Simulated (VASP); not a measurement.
Calculation: LDA (Ceperley-Alder, Perdew-Zunger), VASP's LDA PAW potentials (set 64) (plane waves; VASP).

VASP input:

**INCAR**
```
SYSTEM = MoTe2
PREC = Accurate; ENCUT = 300; LREAL = .FALSE.
LASPH = .TRUE.
EDIFF = 1E-6; NELM = 100; ALGO = Normal
LMAXMIX = 4
ISMEAR = -1; SIGMA = 0.02
ISIF = 2
LWAVE = .FALSE.; LCHARG = .FALSE.
```

File POSCAR:
```
MoTe2
1
    1.7248000000    -2.9874410000     0.0000000000
    1.7248000000     2.9874410000     0.0000000000
    0.0000000000     0.0000000000    13.6808000000
Te Mo
4 2
Direct
  0.3333330000   0.6666670000   0.8790000000
  0.6666670000   0.3333330000   0.3790000000
  0.6666670000   0.3333330000   0.1210000000
  0.3333330000   0.6666670000   0.6210000000
  0.3333330000   0.6666670000   0.2500000000
  0.6666670000   0.3333330000   0.7500000000
```

### KPOINTS
```
Automatic
0
gamma
 5 5 1
```

POTCAR, in this order: Te Mo_sv (LDA.64 set). Program: vasp_std.

Output

**OSZICAR**
```
       N       E                     dE             d eps       ncg     rms          rms(c)
DAV:   1     0.302491067453E+03    0.30249E+03   -0.21197E+04   382   0.989E+02
DAV:   2    -0.238675614160E+02   -0.32636E+03   -0.31905E+03   399   0.295E+02
DAV:   3    -0.419655041442E+02   -0.18098E+02   -0.17929E+02   381   0.581E+01
DAV:   4    -0.424119795398E+02   -0.44648E+00   -0.44559E+00   384   0.918E+00
DAV:   5    -0.424234348395E+02   -0.11455E-01   -0.11445E-01   382   0.150E+00    0.253E+01
DAV:   6    -0.415185017619E+02    0.90493E+00   -0.65254E+00   385   0.138E+01    0.951E+00
DAV:   7    -0.414581672315E+02    0.60335E-01   -0.62208E+00   341   0.104E+01    0.635E+00
DAV:   8    -0.411286052045E+02    0.32956E+00   -0.15247E+00   363   0.581E+00    0.294E+00
DAV:   9    -0.411314544432E+02   -0.28492E-02   -0.19322E-01   414   0.198E+00    0.132E+00
DAV:  10    -0.411246693110E+02    0.67851E-02   -0.49013E-02   392   0.121E+00    0.266E-01
DAV:  11    -0.411247135367E+02   -0.44226E-04   -0.20746E-03   382   0.205E-01    0.283E-01
DAV:  12    -0.411247035653E+02    0.99714E-05   -0.34963E-04   383   0.737E-02    0.135E-01
DAV:  13    -0.411246595295E+02    0.44036E-04   -0.15392E-04   398   0.698E-02    0.649E-02
DAV:  14    -0.411246576852E+02    0.18443E-05   -0.10394E-05   368   0.129E-02    0.367E-02
DAV:  15    -0.411246577688E+02   -0.83603E-07   -0.47365E-07   253   0.315E-03
   1 F= -.41124658E+02 E0= -.41124658E+02  d E =-.194259E-07
```

### OUTCAR
```
------------------------ aborting loop because EDIFF is reached ----------------------------------------
  FORCE on cell =-STRESS in cart. coord.  units (eV):
  Direction    XX          YY          ZZ          XY          YZ          ZX
  --------------------------------------------------------------------------------------
  Total        2.9853115      2.9853111      4.9646373      0.0000000      0.0000000      0.0000000
  in kB       33.9250636     33.9250583     56.4181104      0.0000000      0.0000000      0.0000000
  external PRESSURE =      41.4227441 kB  Pullay stress =       0.0000000 kB
  volume of cell :      140.99
      direct lattice vectors                 reciprocal lattice vectors
     1.724800000 -2.987441000  0.000000000     0.289888683 -0.167367322  0.000000000
     1.724800000  2.987441000  0.000000000     0.289888683  0.167367322  0.000000000
     0.000000000  0.000000000 13.680800000     0.000000000  0.000000000  0.073095141
 POSITION                                       TOTAL-FORCE (eV/Angst)
 -----------------------------------------------------------------------------------
      1.72480      0.99582     12.02542         0.000000      0.000000      0.628848
      1.72480     -0.99582      5.18502         0.000000     -0.000000      0.628848
      1.72480     -0.99582      1.65538         0.000000     -0.000000     -0.628848
      1.72480      0.99582      8.49578         0.000000      0.000000     -0.628848
      1.72480      0.99582      3.42020        -0.000000      0.000000      0.000000
      1.72480     -0.99582     10.26060        -0.000000      0.000000      0.000000
 -----------------------------------------------------------------------------------
    total drift:                                0.000000      0.001573     -0.000018
  FREE ENERGIE OF THE ION-ELECTRON SYSTEM (eV)
  ---------------------------------------------------
  free  energy   TOTEN  =       -41.1246577688 eV

  energy  without entropy=      -41.1246577493  energy(sigma->0) =      -41.12465776
```
(Selected blocks of OUTCAR.)

At this cut-off the stress carries a Pulay error, which pulls relaxed volumes low.

The structure is a typed MoTe2 crystal (P6_3/mmc). The cell was not relaxed at this level, and its volume differs by -5.9 % from the start's. The k-mesh is coarse (spacing up to 0.46 per Å, 2π included), so the numbers may not be converged in it.
